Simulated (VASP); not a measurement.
Here is the system:

```
CELL_PARAMETERS angstrom
      0.00000     2.30888     2.30888
      2.30888     0.00000     2.30888
      2.30888     2.30888     0.00000
ATOMIC_POSITIONS crystal
  Zr 0.00000 0.00000 0.00000
  C  0.50000 0.50000 0.50000
```

Computed with PBE GGA, VASP's PBE PAW potentials (set 64) (plane waves; VASP). Run with 400 eV cut-off, 10×10×10 Γ-centred mesh, Gaussian smearing of 0.20 eV, potentials Zr_sv C.

At this cut-off the stress carries a Pulay error, which pulls relaxed volumes low.

### Question
Estimate the energy per atom (σ→0), pressure, band gap (on the k-mesh) with the smallest direct gap where there is one.

### Answer

The band gap (on the k-mesh) is none (metal, semimetal or under 0.01 eV) and the energy per atom (σ→0) is -9.698 eV/atom. The pressure is 13.94 GPa.

The absolute energy has meaning only against runs of the same code, potentials and settings.

The structure is a typed ZrC crystal (Fm-3m). The cell was not relaxed at this level.
